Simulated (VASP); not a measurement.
Output of a VASP run:

File OUTCAR:
```
 ion  position               nearest neighbor table
   1  0.333  0.667  0.034-   3 2.16   4 2.20   4 2.20   4 2.20
   2  0.667  0.333  0.534-   4 2.16   3 2.20   3 2.20   3 2.20
   3  0.333  0.667  0.341-   1 2.16   2 2.20   2 2.20   2 2.20
   4  0.667  0.333  0.841-   2 2.16   1 2.20   1 2.20   1 2.20
  LATTYP: Found a hexagonal cell.
 ALAT       =     2.9963138979
 C/A-ratio  =     2.3529230623
 Subroutine PRICEL returns:
 Original cell was already a primitive cell.
 Subroutine GETGRP returns: Found 12 space group operations
The static configuration has the point symmetry C_3v.
 The point group associated with its full space group is C_6v.
The dynamic configuration has the point symmetry C_3v.
 Subroutine INISYM returns: Found 12 space group operations
 Subroutine IBZKPT returns following result:
 Found     57 irreducible k-points:

 Following reciprocal coordinates:
            Coordinates               Weight
  0.000000  0.000000  0.000000      1.000000
  0.083333  0.000000  0.000000      6.000000
  0.166667 -0.000000  0.000000      6.000000
  0.250000 -0.000000  0.000000      6.000000
  0.333333  0.000000  0.000000      6.000000
  0.416667  0.000000  0.000000      6.000000
  0.500000 -0.000000  0.000000      3.000000
  0.083333  0.083333  0.000000      6.000000
  0.166667  0.083333  0.000000     12.000000
  0.250000  0.083333  0.000000     12.000000
  0.333333  0.083333  0.000000     12.000000
  0.416667  0.083333  0.000000     12.000000
  0.166667  0.166667  0.000000      6.000000
  0.250000  0.166667  0.000000     12.000000
  0.333333  0.166667  0.000000     12.000000
  0.416667  0.166667  0.000000      6.000000
  0.250000  0.250000  0.000000      6.000000
  0.333333  0.250000  0.000000     12.000000
  0.333333  0.333333  0.000000      2.000000
  0.000000  0.000000  0.200000      2.000000
  0.083333  0.000000  0.200000     12.000000
  0.166667 -0.000000  0.200000     12.000000
  0.250000 -0.000000  0.200000     12.000000
  0.333333  0.000000  0.200000     12.000000
  0.416667  0.000000  0.200000     12.000000
  0.500000 -0.000000  0.200000      6.000000
  0.083333  0.083333  0.200000     12.000000
  0.166667  0.083333  0.200000     24.000000
  0.250000  0.083333  0.200000     24.000000
  0.333333  0.083333  0.200000     24.000000
  0.416667  0.083333  0.200000     24.000000
  0.166667  0.166667  0.200000     12.000000
  0.250000  0.166667  0.200000     24.000000
  0.333333  0.166667  0.200000     24.000000
  0.416667  0.166667  0.200000     12.000000
  0.250000  0.250000  0.200000     12.000000
  0.333333  0.250000  0.200000     24.000000
  0.333333  0.333333  0.200000      4.000000
  0.000000  0.000000  0.400000      2.000000
  0.083333  0.000000  0.400000     12.000000
   k-points           NKPTS =     57   k-points in BZ     NKDIM =     57   number of bands    NBANDS=     24
   number of dos      NEDOS =    301   number of ions     NIONS =      4
   total plane-waves  NPLWV =  34560
   dimension x,y,z NGX =    24 NGY =   24 NGZ =   60
   dimension x,y,z NGXF=    48 NGYF=   48 NGZF=  120
   ions per type =               2   2
   PREC   = accura    normal or accurate (medium, high low for compatibility)
   ISTART =      0    job   : 0-new  1-cont  2-samecut
   ICHARG =      2    charge: 1-file 2-atom 10-const
   ISPIN  =      1    spin polarized calculation?
   LNONCOLLINEAR =      F non collinear calculations
   LSORBIT =      F    spin-orbit coupling
   INIWAV =      1    electr: 0-lowe 1-rand  2-diag
   ENCUT  =  620.0 eV  45.57 Ry    6.75 a.u.   6.08  6.08 14.31*2*pi/ulx,y,z
   NELM   =    100;   NELMIN=  2; NELMDL= -5     # of ELM steps
   EDIFF  = 0.1E-05   stopping-criterion for ELM
   LREAL  =      F    real-space projection
   NLSPLINE    = F    spline interpolate recip. space projectors
   LMAXMIX     =    4 max onsite mixed and CHGCAR
   VOSKOWN=      0    Vosko Wilk Nusair interpolation
...
```

**OSZICAR**
```
...
DAV:   3    -0.215984108945E+02    0.37331E+00   -0.76543E-01  3496   0.204E+01    0.971E-01
DAV:   4    -0.215609007711E+02    0.37510E-01   -0.13057E-01  4168   0.699E+00    0.165E-01
DAV:   5    -0.215578328649E+02    0.30679E-02   -0.23833E-02  3488   0.167E+00    0.895E-02
DAV:   6    -0.215572932752E+02    0.53959E-03   -0.84661E-04  4072   0.371E-01    0.647E-02
DAV:   7    -0.215572187261E+02    0.74549E-04   -0.14679E-04  4728   0.262E-01    0.826E-03
DAV:   8    -0.215572228076E+02   -0.40815E-05   -0.66016E-05  4008   0.646E-02    0.750E-03
DAV:   9    -0.215572232113E+02   -0.40369E-06   -0.25615E-06  2216   0.208E-02
   3 F= -.11751618E+02 E0= -.11751612E+02  d E =-.815712E-01
       N       E                     dE             d eps       ncg     rms          rms(c)
DAV:   1    -0.215484756614E+02    0.87471E-02   -0.70196E-03  3240   0.156E+00    0.110E-01
DAV:   2    -0.215482242912E+02    0.25137E-03   -0.71696E-04  3640   0.383E-01    0.399E-02
DAV:   3    -0.215481771986E+02    0.47093E-04   -0.94856E-05  3520   0.256E-01    0.127E-02
DAV:   4    -0.215481726473E+02    0.45513E-05   -0.16970E-05  3720   0.871E-02    0.224E-03
DAV:   5    -0.215481731984E+02   -0.55115E-06   -0.32370E-06  2536   0.219E-02
   4 F= -.11751668E+02 E0= -.11751661E+02  d E =-.816208E-01
       N       E                     dE             d eps       ncg     rms          rms(c)
DAV:   1    -0.215566854805E+02   -0.85128E-02   -0.45839E+00  3264   0.194E+01    0.170E+00
DAV:   2    -0.214990241615E+02    0.57661E-01   -0.22715E-01  3696   0.536E+00    0.786E-01
DAV:   3    -0.214848311820E+02    0.14193E-01   -0.31223E-02  3720   0.326E+00    0.342E-01
DAV:   4    -0.214821689085E+02    0.26623E-02   -0.83696E-03  4264   0.142E+00    0.692E-02
DAV:   5    -0.214822012996E+02   -0.32391E-04   -0.18618E-03  3512   0.544E-01    0.327E-02
DAV:   6    -0.214821902010E+02    0.11099E-04   -0.13081E-04  3544   0.116E-01    0.180E-02
DAV:   7    -0.214821910554E+02   -0.85441E-06   -0.14523E-05  4184   0.427E-02    0.401E-03
DAV:   8    -0.214821910998E+02   -0.44393E-07   -0.97750E-07  1688   0.962E-03
   5 F= -.11766299E+02 E0= -.11766497E+02  d E =-.146304E-01
       N       E                     dE             d eps       ncg     rms          rms(c)
DAV:   1    -0.214781322677E+02    0.40588E-02   -0.13048E-02  3288   0.106E+00    0.902E-02
DAV:   2    -0.214779652294E+02    0.16704E-03   -0.62580E-04  3632   0.294E-01    0.421E-02
DAV:   3    -0.214779238041E+02    0.41425E-04   -0.95095E-05  3728   0.176E-01    0.177E-02
DAV:   4    -0.214779173978E+02    0.64062E-05   -0.22422E-05  4192   0.693E-02    0.362E-03
DAV:   5    -0.214779178765E+02   -0.47871E-06   -0.43454E-06  2640   0.258E-02
   6 F= -.11766337E+02 E0= -.11766537E+02  d E =-.146689E-01
       N       E                     dE             d eps       ncg     rms          rms(c)
DAV:   1    -0.214795458547E+02   -0.16285E-02   -0.20007E-01  2736   0.343E+00    0.186E-01
DAV:   2    -0.214798767775E+02   -0.33092E-03   -0.11631E-02  3312   0.116E+00    0.937E-02
DAV:   3    -0.214796899221E+02    0.18686E-03   -0.60044E-04  3960   0.262E-01    0.511E-02
DAV:   4    -0.214796412659E+02    0.48656E-04   -0.13173E-04  4296   0.142E-01    0.148E-02
DAV:   5    -0.214796407680E+02    0.49789E-06   -0.26961E-05  3784   0.521E-02    0.625E-03
DAV:   6    -0.214796405181E+02    0.24994E-06   -0.19080E-06  1712   0.150E-02
   7 F= -.11766643E+02 E0= -.11766830E+02  d E =-.306011E-03
```

OUTCAR:
```
------------------------ aborting loop because EDIFF is reached ----------------------------------------
  FORCE on cell =-STRESS in cart. coord.  units (eV):
  Direction    XX          YY          ZZ          XY          YZ          ZX
  --------------------------------------------------------------------------------------
  Total        9.6661344      9.6661387      9.7442427      0.0000000      0.0000000     -0.0000000
  in kB      298.5525640    298.5526977    300.9650519      0.0000001      0.0000000     -0.0000000
  external PRESSURE =      -0.6432288 kB  Pullay stress =     300.0000000 kB
  volume of cell :       51.87
      direct lattice vectors                 reciprocal lattice vectors
     2.927758566  0.000000001 -0.000000000     0.341558218  0.197198685 -0.000000000
    -1.463879282  2.535513862  0.000000000    -0.000000000  0.394397370  0.000000000
     0.000000000  0.000000000  6.987814315     0.000000000  0.000000000  0.143106264
 POSITION                                       TOTAL-FORCE (eV/Angst)
 -----------------------------------------------------------------------------------
     -0.00000      1.69034      0.25414        -0.000000      0.000000     -0.017247
      1.46388      0.84517      3.74805         0.000000     -0.000000     -0.017247
     -0.00000      1.69034      2.36629        -0.000000      0.000000      0.017247
      1.46388      0.84517      5.86019         0.000000     -0.000000      0.017247
 -----------------------------------------------------------------------------------
    total drift:                               -0.002072      0.001196      0.001435
  FREE ENERGIE OF THE ION-ELECTRON SYSTEM (eV)
  ---------------------------------------------------
  free  energy   TOTEN  =       -21.4796405181 eV

  energy  without entropy=      -21.4802019397  energy(sigma->0) =      -21.47982766
  enthalpy is  TOTEN    =       -11.7666429942 eV   P V=        9.7129975239

 reached required accuracy - stopping structural energy minimisation
```
(Selected blocks of OUTCAR.)

File POSCAR:
```
SnO
1
    2.9963138979     0.0000000004     0.0000000000
   -1.4981569485     2.5948843229     0.0000000000
    0.0000000000     0.0000000000     7.0500960723
Sn O
2 2
Direct
  0.3333330000   0.6666670000   0.0343292465
  0.6666670000   0.3333330000   0.5343292465
  0.3333330000   0.6666670000   0.3406707535
  0.6666670000   0.3333330000   0.8406707535
```

Reconstruct the remaining input files.

One answer among several that fit: the input of the run itself, PBEsol GGA, plane waves, VASP's PBE PAW potentials (set 64).

**INCAR**
```
SYSTEM = SnO
PREC = Accurate
ENCUT = 620
EDIFF = 1E-6
NELM = 100
ALGO = Normal
LREAL = .FALSE.
LASPH = .TRUE.
ISMEAR = 1
SIGMA = 0.1
GGA = PS
LMAXMIX = 4
LWAVE = .FALSE.
LCHARG = .FALSE.
IBRION = 2
ISIF = 3
NSW = 40
EDIFFG = -0.02
PSTRESS = 300
```

### KPOINTS
```
Automatic mesh
0
Gamma
12 12 5
0 0 0
```

POTCAR, in this order: Sn_d O (PBE.64 set). Program: vasp_std.

Energy and stress use the plane-wave basis of the starting cell.

The structure was generated: SnO was put into the wurtzite type (P6_3mc), which need not be its known phase. This run relaxes it under an external pressure of 30 GPa. Symmetry was kept, so distortions that lower it aren't found.
